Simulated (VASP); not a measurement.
# What spin-orbit coupling changes in Pb2Au, part 4 of 4

Aim: run bands, DOS and a relaxation of Pb2Au twice, without and with spin-orbit coupling. All runs use PBEsol. Left out of this account: 1 further run (fields: a reference on another mesh). The start is a computed cell from the Materials Project.

VASP 6.6.1, plane waves and PAW; the level of theory is named at each step.

Still holding for the runs below: The k-mesh is coarse for a metal.

So far. Step 4 (Total and projected DOS (PBEsol)): Of the states within 0.3 eV of the Fermi level, the largest shares in the PAW spheres are Pb p 27 %, Au d 10 % and Au p 6 %. The rest lies in smaller channels or between the spheres. Step 5 (Total and projected DOS (PBEsol + SOC)): The DOS at the Fermi level goes from 2.13 to 2.21 states/eV/cell, a number that is sensitive to the mesh. The run took 4.0 times the core time, with 96 spinor bands against 58.

### 6. Full relaxation (PBEsol)

This step: PBEsol; plane waves and PAW (Pb_d, Au) (VASP 6.6.1).

Last, the cell itself: ISIF = 3 frees volume, shape and positions, first without the coupling.

Contents of INCAR:

```
SYSTEM = Pb2Au
PREC = Accurate
ENCUT = 400
EDIFF = 1E-06
NELM = 100
ISMEAR = -1
SIGMA = 0.05
LREAL = .FALSE.
ALGO = Normal
GGA = PS
NBANDS = 48
LASPH = .TRUE.
LORBIT = 11
LWAVE = .FALSE.
LCHARG = .FALSE.
KPAR = 4
IBRION = 2
NSW = 60
ISIF = 3
EDIFFG = -0.01
```

Contents of POSCAR:

```
Pb2Au
1.0
   -3.7106617028      3.7158680482      2.8576328593
    3.7106617028     -3.7158680482      2.8576328593
    3.7106617028      3.7158680482     -2.8576328593
Pb Au
4 2
Direct
    0.1596572200      0.1595574500      0.3192146700
    0.6596572200      0.3404425500      0.0000997700
    0.3403427800      0.6595574500      0.9999002300
    0.8403427800      0.8404425500      0.6807853300
    0.7500000000      0.2500000000      0.5000000000
    0.2500000000      0.7500000000      0.5000000000
```

Contents of KPOINTS:

```
Automatic mesh
0
Gamma
6 6 6
0 0 0
```

The projector-augmented-wave data sets are Pb_d and Au (PBE family, release 64).

The run is started by

```
> mpirun -np 4 vasp_std
```

What it wrote:

```text
[... set-up lines as in an earlier step ...]
 entering main loop
       N       E                     dE             d eps       ncg     rms          rms(c)
DAV:   1     0.871214827831E+03    0.87121E+03   -0.31956E+04  4416   0.163E+03
DAV:   2     0.739086221946E+02   -0.79731E+03   -0.76864E+03  4536   0.481E+02
DAV:   3    -0.212823224319E+02   -0.95191E+02   -0.91153E+02  5280   0.205E+02
DAV:   4    -0.251778598722E+02   -0.38955E+01   -0.38767E+01  5264   0.434E+01
DAV:   5    -0.253191994483E+02   -0.14134E+00   -0.14132E+00  5304   0.734E+00    0.790E+00
DAV:   6    -0.244234973700E+02    0.89570E+00   -0.45294E+00  5224   0.109E+01    0.637E+00
DAV:   7    -0.243512792793E+02    0.72218E-01   -0.31852E-01  4856   0.347E+00    0.335E+00
DAV:   8    -0.243265509888E+02    0.24728E-01   -0.11112E-01  5368   0.217E+00    0.381E-01
DAV:   9    -0.243237755017E+02    0.27755E-02   -0.13557E-02  5112   0.841E-01    0.247E-01
DAV:  10    -0.243230655311E+02    0.70997E-03   -0.40459E-03  5856   0.586E-01    0.357E-02
DAV:  11    -0.243230807964E+02   -0.15265E-04   -0.23217E-04  5272   0.900E-02    0.264E-02
DAV:  12    -0.243230768890E+02    0.39074E-05   -0.28641E-05  5000   0.388E-02    0.132E-02
DAV:  13    -0.243230739445E+02    0.29445E-05   -0.11272E-05  4496   0.255E-02    0.214E-03
DAV:  14    -0.243230737780E+02    0.16647E-06   -0.13014E-06  2616   0.704E-03
   1 F= -.24323074E+02 E0= -.24319315E+02  d E =-.243231E+02
 curvature:   0.00 expect dE= 0.000E+00 dE for cont linesearch  0.000E+00
 trial: gam= 0.00000 g(F)=  0.351E-03 g(S)=  0.137E+00 ort = 0.000E+00 (trialstep = 0.100E+01)
 search vector abs. value=  0.137E+00
 bond charge predicted
       N       E                     dE             d eps       ncg     rms          rms(c)
DAV:   1    -0.277413580339E+02   -0.34183E+01   -0.87694E+01  5072   0.923E+01    0.103E+01
DAV:   2    -0.246734003481E+02    0.30680E+01   -0.91883E+00  4944   0.291E+01    0.378E+00
DAV:   3    -0.243739078581E+02    0.29949E+00   -0.84075E-01  5968   0.981E+00    0.135E+00
DAV:   4    -0.243480478501E+02    0.25860E-01   -0.18751E-01  6048   0.387E+00    0.364E-01
DAV:   5    -0.243502454088E+02   -0.21976E-02   -0.17310E-02  5224   0.102E+00    0.344E-01
DAV:   6    -0.243497031450E+02    0.54226E-03   -0.45423E-03  5360   0.493E-01    0.444E-02
DAV:   7    -0.243496438680E+02    0.59277E-04   -0.38564E-04  5624   0.927E-02    0.344E-02
DAV:   8    -0.243496752831E+02   -0.31415E-04   -0.42594E-05  5832   0.415E-02    0.460E-03
DAV:   9    -0.243496753622E+02   -0.79033E-07   -0.32600E-06  4024   0.167E-02
   2 F= -.24349675E+02 E0= -.24346044E+02  d E =-.266016E-01
[...]
3 F= -.24366805E+02 E0= -.24363154E+02  d E =-.437308E-01
[...]
4 F= -.24366790E+02 E0= -.24363141E+02  d E =-.437167E-01
[...]
5 F= -.24367028E+02 E0= -.24363427E+02  d E =-.237644E-03
[...]
6 F= -.24367198E+02 E0= -.24363687E+02  d E =-.407797E-03
[...]
7 F= -.24367195E+02 E0= -.24363674E+02  d E =0.281142E-05
 trial-energy change:    0.000003  1 .order    0.000003   -0.000082    0.000087
 step:   0.6229(harm=  0.6229)  dis= 0.00012  next Energy=   -24.367218 (dE=-0.198E-04)
 bond charge predicted
       N       E                     dE             d eps       ncg     rms          rms(c)
DAV:   1    -0.243678194198E+02   -0.62404E-03   -0.17358E-02  5160   0.135E+00    0.140E-01
DAV:   2    -0.243672692544E+02    0.55017E-03   -0.15782E-03  4896   0.366E-01    0.524E-02
DAV:   3    -0.243672174685E+02    0.51786E-04   -0.15679E-04  5664   0.127E-01    0.234E-02
DAV:   4    -0.243672152981E+02    0.21704E-05   -0.31570E-05  5968   0.514E-02    0.707E-03
DAV:   5    -0.243672175416E+02   -0.22435E-05   -0.26185E-06  3704   0.140E-02    0.400E-03
DAV:   6    -0.243672177009E+02   -0.15930E-06   -0.74914E-07  2280   0.966E-03
   8 F= -.24367218E+02 E0= -.24363701E+02  d E =-.194201E-04
 curvature:  -0.31 expect dE=-0.136E-05 dE for cont linesearch -0.222E-09
 trial: gam= 0.06697 g(F)=  0.113E-05 g(S)=  0.322E-05 ort =-0.213E-06 (trialstep = 0.115E+01)
 search vector abs. value=  0.461E-05
 reached required accuracy - stopping structural energy minimisation
```

Elapsed: 5.9 min, on 4 MPI ranks of AMD EPYC 7R43, shared host; peak memory 1.3 GiB.

From OUTCAR (step 6):

```text
   k-points           NKPTS =     46   k-points in BZ     NKDIM =     46   number of bands    NBANDS=     48

   NELECT =      78.0000    total number of electrons

 E-fermi :   7.8300

 k-point     1 :       0.0000    0.0000    0.0000
  band No.  band energies     occupation
    ...
     37       6.2223      2.00000
     38       6.3371      2.00000
     39       6.3372      2.00000
     40       6.4055      2.00000
     41       6.7807      2.00000
     42       7.9109      0.33069
     43       9.2144      0.00000
     44       9.6689      0.00000
     45      11.3737      0.00000
     46      11.4497      0.00000
    ...

  Total        0.0083353     -0.0004126     -0.0181763     -0.0000000      0.0000000      0.0000000
  in kB        0.0879096     -0.0043513     -0.1916986     -0.0000000      0.0000000      0.0000000
  external PRESSURE =      -0.0360468 kB  Pullay stress =       0.0000000 kB

 POSITION                                       TOTAL-FORCE (eV/Angst)
 -----------------------------------------------------------------------------------
      1.16729      1.16834     -0.00000        -0.000812     -0.002283      0.000000
     -1.16729      1.16834      2.82858         0.000812     -0.002283      0.000000
      4.83076      2.49668      0.00000        -0.000812      0.002283     -0.000000
      2.49618      2.49668      2.82858         0.000812      0.002283     -0.000000
      0.00000      3.66501      1.41429         0.000000      0.000000     -0.000000
      3.66347      0.00000      1.41429         0.000000      0.000000     -0.000000
 -----------------------------------------------------------------------------------
    total drift:                               -0.000000     -0.000000      0.000000

  FREE ENERGIE OF THE ION-ELECTRON SYSTEM (eV)
  ---------------------------------------------------
  free  energy   TOTEN  =       -24.3672177009 eV

  energy  without entropy=      -24.3601852425  energy(sigma->0) =      -24.36370147

 reached required accuracy - stopping structural energy minimisation

[... 7 parts as in an earlier step ...]

[... 9 further parts left out ...]
```

CONTCAR:

```
Pb2Au
   1.00000000000000
    -3.6634699494111707    3.6650110549025205    2.8285809379402664
     3.6634699494111707   -3.6650110549025205    2.8285809379402664
     3.6634699494111707    3.6650110549025205   -2.8285809379402664
  Pb              Au
     4     2
Direct
     0.1593904526618668    0.1593142664020483    0.3187047190639152
     0.6593904526618668    0.3406857335979517    0.0000761862598185
     0.3406095473381331    0.6593142664020484    0.9999238137401814
     0.8406095473381332    0.8406857335979516    0.6812952809360849
     0.7500000000000000    0.2500000000000000    0.5000000000000000
     0.2500000000000000    0.7500000000000000    0.5000000000000000
```

The run keeps the 8 symmetry operations of its start, so it cannot find a distortion of lower symmetry.

Step by step:

| step | energy less that of the first step (eV) | largest force (eV/Å) | pressure (GPa) | volume (Å³) |
| --- | --- | --- | --- | --- |
| 1 | 0.0000 | 0.0427 | -2.42 | 157.61 |
| 2 | -0.0266 | 0.0764 | 1.69 | 148.72 |
| 3 | -0.0437 | 0.0271 | -0.01 | 152.03 |
| 4 | -0.0437 | 0.0296 | 0.04 | 151.92 |
| 5 | -0.0440 | 0.0205 | 0.04 | 151.88 |
| 6 | -0.0441 | 0.0034 | 0.05 | 151.80 |
| 7 | -0.0441 | 0.0017 | -0.06 | 152.03 |
| 8 | -0.0441 | 0.0024 | 0.00 | 151.91 |

```csv
"conventional cell, symmetrised",before,after,change
a (Å),7.421,7.328,-1.3 %
b (Å),7.432,7.328,-1.4 %
c (Å),5.715,5.657,-1.0 %
volume (Å³/atom),26.27,25.32,-3.6 %
```

The relaxed structure:

```xyz
6
Lattice="-3.6635 3.6650 2.8286 3.6635 -3.6650 2.8286 3.6635 3.6650 -2.8286" Properties=species:S:1:pos:R:3 pbc="T T T"
Pb    1.1673    1.1683    0.0000
Pb   -1.1673    1.1683    2.8286
Pb    4.8308    2.4967    0.0000
Pb    2.4962    2.4967    2.8286
Au    0.0000    3.6650    1.4143
Au    3.6635    0.0000    1.4143
```

Numbers from this step:

| Quantity | Value |
| --- | --- |
| bands | 48 |
| free energy (TOTEN) | -24.37 eV |
| energy at zero smearing | -24.36 eV |
| Fermi energy | 7.83 eV |
| pressure | -0.003605 GPa |
| SCF cycles over all ionic steps | 63 |

It ends with a largest force of 0.002 eV/Å and a pressure of 0.00 GPa.

### 7. Relaxing cell and atoms (PBEsol + SOC)

This step: PBEsol, spin-orbit coupling; plane waves and PAW (Pb_d, Au) (VASP 6.6.1).

The same relaxation with spinors and spin-orbit coupling.

Changes to INCAR since step 6:

```diff
@@ -10,4 +10,9 @@
 GGA = PS
-NBANDS = 48
+LNONCOLLINEAR = .TRUE.
+MAGMOM = 0 0 0 0 0 0 0 0 0 0 0 0 0 0 0 0 0 0
+NBANDS = 96
+GGA_COMPAT = .FALSE.
 LASPH = .TRUE.
+LSORBIT = .TRUE.
+LMAXMIX = 4
 LORBIT = 11
```

POSCAR is that of step 6.

KPOINTS is that of step 6.

The run is started by

```
> mpirun -np 4 vasp_ncl
```

What it wrote:

```text
[... set-up lines as in an earlier step ...]
 entering main loop
       N       E                     dE             d eps       ncg     rms          rms(c)
[... 13 cycles as in an earlier step ...]
   1 F= -.26819755E+02 E0= -.26813102E+02  d E =-.268198E+02  mag=    -0.0000     0.0000    -0.0000
 curvature:   0.00 expect dE= 0.000E+00 dE for cont linesearch  0.000E+00
 trial: gam= 0.00000 g(F)=  0.872E-04 g(S)=  0.160E+00 ort = 0.000E+00 (trialstep = 0.100E+01)
 search vector abs. value=  0.160E+00
 bond charge predicted
       N       E                     dE             d eps       ncg     rms          rms(c)
DAV:   1    -0.308240386078E+02   -0.40043E+01   -0.10147E+02 10792   0.994E+01    0.114E+01
DAV:   2    -0.272227321529E+02    0.36013E+01   -0.10479E+01 10264   0.324E+01    0.489E+00
DAV:   3    -0.268840001537E+02    0.33873E+00   -0.96399E-01 11520   0.104E+01    0.240E+00
DAV:   4    -0.268534188330E+02    0.30581E-01   -0.16690E-01 11576   0.347E+00    0.109E+00
DAV:   5    -0.268525338695E+02    0.88496E-03   -0.12483E-02 11272   0.981E-01    0.378E-01
DAV:   6    -0.268542638794E+02   -0.17300E-02   -0.58474E-03 10488   0.340E-01    0.104E-01
DAV:   7    -0.268542838102E+02   -0.19931E-04   -0.65603E-04 11000   0.203E-01    0.341E-02
DAV:   8    -0.268542787315E+02    0.50787E-05   -0.77162E-05 11464   0.472E-02    0.184E-02
DAV:   9    -0.268542840413E+02   -0.53098E-05   -0.57419E-06  8384   0.143E-02    0.547E-03
DAV:  10    -0.268542852646E+02   -0.12232E-05   -0.92417E-07  6408   0.665E-03    0.140E-03
DAV:  11    -0.268542852007E+02    0.63828E-07   -0.16238E-07  5000   0.410E-03
   2 F= -.26854285E+02 E0= -.26848263E+02  d E =-.345306E-01  mag=     0.0000     0.0000    -0.0000
[...]
3 F= -.26872238E+02 E0= -.26866015E+02  d E =-.524831E-01  mag=    -0.0000    -0.0000     0.0000
[...]
4 F= -.26872218E+02 E0= -.26866003E+02  d E =-.524632E-01  mag=     0.0000    -0.0000    -0.0000
[...]
5 F= -.26872759E+02 E0= -.26866542E+02  d E =-.541553E-03  mag=    -0.0000    -0.0000     0.0000
[...]
6 F= -.26873552E+02 E0= -.26867332E+02  d E =-.133393E-02  mag=    -0.0000     0.0000    -0.0000
[...]
7 F= -.26873561E+02 E0= -.26867342E+02  d E =-.134363E-02  mag=    -0.0000    -0.0000     0.0000
[...]
8 F= -.26873524E+02 E0= -.26867282E+02  d E =0.376019E-04  mag=    -0.0000    -0.0000    -0.0000
 trial-energy change:    0.000038  1 .order    0.000021   -0.000196    0.000237
 step:   0.6229(harm=  0.7107)  dis= 0.00008  next Energy=   -26.873599 (dE=-0.377E-04)
 bond charge predicted
       N       E                     dE             d eps       ncg     rms          rms(c)
DAV:   1    -0.268759927806E+02   -0.24689E-02   -0.66954E-02 10880   0.266E+00    0.283E-01
DAV:   2    -0.268738239495E+02    0.21688E-02   -0.60716E-03 10416   0.768E-01    0.123E-01
DAV:   3    -0.268736163824E+02    0.20757E-03   -0.60213E-04 11448   0.244E-01    0.656E-02
DAV:   4    -0.268735957304E+02    0.20652E-04   -0.85492E-05 11664   0.809E-02    0.340E-02
DAV:   5    -0.268735958786E+02   -0.14821E-06   -0.87435E-06 10760   0.269E-02
   9 F= -.26873596E+02 E0= -.26867367E+02  d E =-.344372E-04  mag=    -0.0000     0.0000    -0.0000
 curvature:  -0.36 expect dE=-0.662E-05 dE for cont linesearch -0.451E-05
 trial: gam= 0.00000 g(F)=  0.253E-05 g(S)=  0.157E-04 ort =-0.399E-04 (trialstep = 0.138E+01)
 search vector abs. value=  0.182E-04
 reached required accuracy - stopping structural energy minimisation
```

It took 25 min on 4 MPI ranks; peak memory 3.9 GiB.

From OUTCAR (step 7):

```text
   NELECT =      78.0000    total number of electrons

 E-fermi :   7.7910

 k-point     1 :       0.0000    0.0000    0.0000
  band No.  band energies     occupation
    ...
     78       6.3254      1.00000
     79       6.4422      1.00000
     80       6.4422      1.00000
     81       7.0172      1.00000
     82       7.0172      1.00000
     83       7.9654      0.02967
     84       7.9654      0.02967
     85       9.3799      0.00000
     86       9.3799      0.00000
     87       9.6718      0.00000
    ...

  Total       -0.0237135     -0.0218040     -0.0301892      0.0000000      0.0000000      0.0000000
  in kB       -0.2510654     -0.2308484     -0.3196264      0.0000000      0.0000000      0.0000000
  external PRESSURE =      -0.2671801 kB  Pullay stress =       0.0000000 kB

 POSITION                                       TOTAL-FORCE (eV/Angst)
 -----------------------------------------------------------------------------------
      1.16409      1.16493      0.00000         0.003214      0.001665     -0.000000
     -1.16409      1.16493      2.80671        -0.003214      0.001665     -0.000000
      4.83504      2.50691      0.00000         0.003214     -0.001665      0.000000
      2.50686      2.50691      2.80671        -0.003214     -0.001665      0.000000
     -0.00000      3.67184      1.40335        -0.000000      0.000000      0.000000
      3.67095     -0.00000      1.40335        -0.000000      0.000000      0.000000
 -----------------------------------------------------------------------------------
    total drift:                                0.000000      0.000000     -0.000000

  FREE ENERGIE OF THE ION-ELECTRON SYSTEM (eV)
  ---------------------------------------------------
  free  energy   TOTEN  =       -26.8735958786 eV

  energy  without entropy=      -26.8611373685  energy(sigma->0) =      -26.86736662

 Spin-Orbit-Coupling matrix elements
 Ion:    1  E_soc:     -1.0335114
 Ion:    2  E_soc:     -1.0335114
 Ion:    3  E_soc:     -1.0335114
 Ion:    4  E_soc:     -1.0335114
 Ion:    5  E_soc:     -0.5505734
 Ion:    6  E_soc:     -0.5505734

 magnetization (x)
# of ion       s       p       d       tot
------------------------------------------
    1       -0.000   0.000   0.000  -0.000
    2        0.000   0.000  -0.000   0.000
    3        0.000   0.000  -0.000   0.000
    4       -0.000   0.000   0.000  -0.000
    5        0.000   0.000   0.000   0.000
    6        0.000   0.000   0.000   0.000
--------------------------------------------------
tot         -0.000   0.000   0.000   0.000

 magnetization (y)
# of ion       s       p       d       tot
------------------------------------------
    1        0.000  -0.000   0.000  -0.000
    2       -0.000   0.000   0.000   0.000
    3       -0.000   0.000   0.000   0.000
    4        0.000  -0.000   0.000  -0.000
    5        0.000  -0.000   0.000  -0.000
    6        0.000  -0.000   0.000  -0.000
--------------------------------------------------
tot          0.000   0.000   0.000   0.000

 magnetization (z)
# of ion       s       p       d       tot
------------------------------------------
    1        0.000   0.000   0.000   0.000
    2       -0.000  -0.000  -0.000  -0.000
    3       -0.000  -0.000  -0.000  -0.000
    4        0.000   0.000   0.000   0.000
    5        0.000   0.000   0.000   0.000
    6        0.000   0.000   0.000   0.000
--------------------------------------------------
tot          0.000   0.000  -0.000   0.000

[... 9 parts as in an earlier step ...]

[... 9 further parts left out ...]
```

CONTCAR:

```
Pb2Au
   1.00000000000000
    -3.6709513273754273    3.6718379628863009    2.8067078370574348
     3.6709513273754273   -3.6718379628863009    2.8067078370574348
     3.6709513273754273    3.6718379628863009   -2.8067078370574348
  Pb              Au
     4     2
Direct
     0.1586300662971496    0.1585541888030778    0.3171842551002274
     0.6586300662971495    0.3414458111969222    0.0000758774940718
     0.3413699337028504    0.6585541888030777    0.9999241225059281
     0.8413699337028505    0.8414458111969223    0.6828157448997726
     0.7500000000000000    0.2500000000000000    0.5000000000000000
     0.2500000000000000    0.7500000000000000    0.5000000000000000
```

Step by step:

```csv
step,energy less that of the first step (eV),largest force (eV/Å),pressure (GPa),volume (Å³)
1,0.0000,0.0213,-2.61,157.61
2,-0.0345,0.1026,1.73,148.06
3,-0.0525,0.0539,-0.02,151.45
4,-0.0525,0.0560,0.04,151.33
5,-0.0530,0.0428,0.06,151.30
6,-0.0538,0.0035,0.05,151.19
7,-0.0538,0.0025,0.07,151.18
8,-0.0538,0.0067,-0.10,151.56
9,-0.0538,0.0036,-0.03,151.33
```

```
conventional cell, symmetrised  before  after  change
                         a (Å)   7.421  7.343  -1.1 %
                         b (Å)   7.432  7.343  -1.2 %
                         c (Å)   5.715  5.613  -1.8 %
              volume (Å³/atom)   26.27  25.22  -4.0 %
```

The atoms that moved most (Å, as changes of fractional coordinates times the final cell):

```
atom      dx      dy     dz  length
 Pb2   0.007  -0.008  0.000   0.011
 Pb4   0.007   0.008  0.000   0.011
 Pb1  -0.007  -0.008  0.000   0.011
 Pb3  -0.007   0.008  0.000   0.011
```

Final coordinates:

```xyz
6
Lattice="-3.6710 3.6718 2.8067 3.6710 -3.6718 2.8067 3.6710 3.6718 -2.8067" Properties=species:S:1:pos:R:3 pbc="T T T"
Pb    1.1641    1.1649    0.0000
Pb   -1.1641    1.1649    2.8067
Pb    4.8350    2.5069    0.0000
Pb    2.5069    2.5069    2.8067
Au    0.0000    3.6718    1.4034
Au    3.6710    0.0000    1.4034
```

Numbers from this step:

* bands: 96
* free energy (TOTEN): -26.87 eV
* energy at zero smearing: -26.87 eV
* Fermi energy: 7.791 eV
* pressure: -0.02672 GPa
* SCF cycles over all ionic steps: 65

On-site spin-orbit energy by atom:

```
atom  on-site spin-orbit energy (eV)
 Pb1                           -1.03
 Pb2                           -1.03
 Pb3                           -1.03
 Pb4                           -1.03
 Au5                           -0.55
 Au6                           -0.55
```

The cell ends at 25.22 Å³/atom, -0.4 % from the run without the coupling. The run took 4.2 times the core time, with 96 spinor bands against 48.

The cell shrank by 4.0 % in volume. First to last step the energy falls by 0.054 eV; the largest move, 0.011 Å, is that of Pb2 and 3 other atoms alike.

### 8. The runs together

| quantity | without | with spin-orbit coupling |
| --- | --- | --- |
| gap (eV) | none | none |
| core minutes, bands | 26 | 104 |
| DOS at the Fermi level (states/eV/cell) | 2.13 | 2.21 |
| core minutes, DOS | 6.4 | 25 |
| relaxed volume (Å³/atom) | 25.32 | 25.22 |
| core minutes, relaxation | 24 | 100 |

### 9. Summary of results

```json
{
  "gap (eV), without → with": "none → none",
  "DOS at the Fermi level (states/eV/cell), without → with": "2.13 → 2.21",
  "relaxed volume (Å³/atom), without → with": "25.32 → 25.22"
}
```

In words: Pb2Au has no gap with or without spin-orbit coupling. The relaxed volume moves by -0.4 %. The spinor runs cost 4.0 to 4.2 times as much, on a shared host. The k-sampling is coarse for a metal, so the Fermi level, pressures and the shape of the cell carry errors.

[Lines on the potential files, build, host, timing and source positions are cut from VASP's logs without a mark.]

[Logs are printed without paths, hosts, clocks, repeated set-up lines and the standing remarks that a program may print on its own settings, such as how far it seeks lower states.]

[Hosts, paths, dates, database ids (printed as entryN), source tags and the programs' standing remarks are cut or masked in the printed files.]

[A measured line is paired with the nearest computed mode of its activity, which favours agreement.]
